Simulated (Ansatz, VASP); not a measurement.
Si2Ag: VASP beside Ansatz

File INCAR:

```
SYSTEM = Si2Ag
PREC = Accurate ; ENCUT = 520
EDIFF = 1E-6 ; ISMEAR = 0
SIGMA = 0.1 ; LREAL = .FALSE.
LASPH = .TRUE. ; NELM = 60
ALGO = Normal ; ISIF = 2
LWAVE = .FALSE. ; LCHARG = .FALSE.
GGA = PE ; NBANDS = 28
```

File KPOINTS:

```
Automatic mesh
0
G
  4 4 6
  0 0 0
```

POSCAR

```
Si2Ag
1.0
    5.3109437414      0.0000000000      0.0000000000
    0.0000000000      5.4726551694      0.0000000000
    0.0000000000      0.0000000000      3.5746736721
Si Ag
4 2
Direct
    0.2250000000      0.8250000000      0.5000000000
    0.7250000000      0.6750000000      0.0000000000
    0.7750000000      0.1750000000      0.5000000000
    0.2750000000      0.3250000000      0.0000000000
    0.5000000000      0.5000000000      0.5000000000
    0.0000000000      0.0000000000      0.0000000000
```

Input for Ansatz:

```yaml
crystal:
  lattice:
    - [5.3109437414, 0.0, 0.0]
    - [0.0, 5.4726551694, 0.0]
    - [0.0, 0.0, 3.5746736721]
  atoms:
    - { symbol: Si, position: [0.225, 0.825, 0.5] }
    - { symbol: Si, position: [0.725, 0.675, 0.0] }
    - { symbol: Si, position: [0.775, 0.175, 0.5] }
    - { symbol: Si, position: [0.275, 0.325, 0.0] }
    - { symbol: Ag, position: [0.5, 0.5, 0.5] }
    - { symbol: Ag, position: [0.0, 0.0, 0.0] }
basis:
  ecutwfc: 420
kpoints:
  mp_grid: { grid: [4, 4, 6] }
hamiltonian:
  xc: pbe
scf:
  occupations: { method: gaussian, width: 0.1 }
  lower_state_search: "off"
output:
  forces: true
  stress: true
  eigenvalues: true
```

Alike in both runs: task single point; functional PBE; k mesh 4 × 4 × 6; occupations gaussian, width 0.1 eV; no spin polarisation.

|  | VASP | Ansatz |
| --- | --- | --- |
| version | VASP 6.6.1 | Ansatz 0.2.0 |
| potentials or method | VASP PAW PBE potentials, release 64 (Si, Ag) | scalar-relativistic, plane waves, PAW |
| plane-wave cutoff (eV) | 520 | 420 |
| valence electrons in the cell | 38 | 54 |

Ansatz gave:

```
gap on the k mesh at the Fermi level (eV)       : none
pressure (GPa)                                  : 23.3
largest component of the traceless stress (GPa) : 6.58
rms of the force components (eV/Å)              : 0.367
```

Task: Which values does VASP return?

Result: gap on the k mesh at the Fermi level (eV): none; pressure (GPa): 23.1; largest component of the traceless stress (GPa): 6.51; rms of the force components (eV/Å): 0.366.

Atom by atom the forces differ by 0.001 eV/Å (rms over components). A gap of «none» marks a metal or a gap that the smearing closes. The functional is the same, so the differences come from potentials, cutoffs and numerics. The two sets of potentials don't hold the same shells in valence.

Caveats: so large a pressure means that the cell lies far from this level's equilibrium, or that cutoff or potentials fall short (VASP).
